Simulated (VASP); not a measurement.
Here is a VASP 6.6.1 calculation.

The input POSCAR:

```
CdS
1.0
    0.0000000000      2.9178400000      2.9178400000
    2.9178400000      0.0000000000      2.9178400000
    2.9178400000      2.9178400000      0.0000000000
Cd S
1 1
Direct
    0.0000000000      0.0000000000      0.0000000000
    0.7500000000      0.7500000000      0.7500000000
```

File INCAR.step1:

```
SYSTEM = CdS
PREC = Accurate
ENCUT = 520
EDIFF = 1E-5
ISMEAR = 0
SIGMA = 0.02
LREAL = .False.
LASPH = .True.
NELM = 100
ALGO = Normal
ISIF = 2
LWAVE = .True.
LCHARG = .False.
GGA = PE
```

The input INCAR.step2:

```
SYSTEM = CdS
PREC = Accurate
ENCUT = 520
EDIFF = 1E-7
ISMEAR = 0
SIGMA = 0.02
LREAL = .False.
LASPH = .True.
NELM = 100
ALGO = Normal
ISIF = 2
LWAVE = .False.
LCHARG = .False.
GGA = PE
LHFCALC = .True.
AEXX = 0.25
PRECFOCK = Fast
ISTART = 1
```

KPOINTS

```
Automatic mesh
0
Gamma
  6 6 6
  0 0 0
```

Potentials or basis: VASP PAW PBE potentials, release 64 (Cd, S).

Launch:

```console
$ cat potpaw_PBE.64/Cd/POTCAR potpaw_PBE.64/S/POTCAR > POTCAR
$ cp INCAR.step1 INCAR
$ mpirun -np 1 vasp_std > vasp.out
$ cp INCAR.step2 INCAR
$ mpirun -np 1 vasp_std > vasp.out
```

Q: Predict the band gap on the k mesh.

A: 2.83 eV, direct.

Q: What does it give for the pressure?

A: 1.8 GPa.

Caveat: the PAW data sets were made with another functional, which shifts forces and pressure a little.
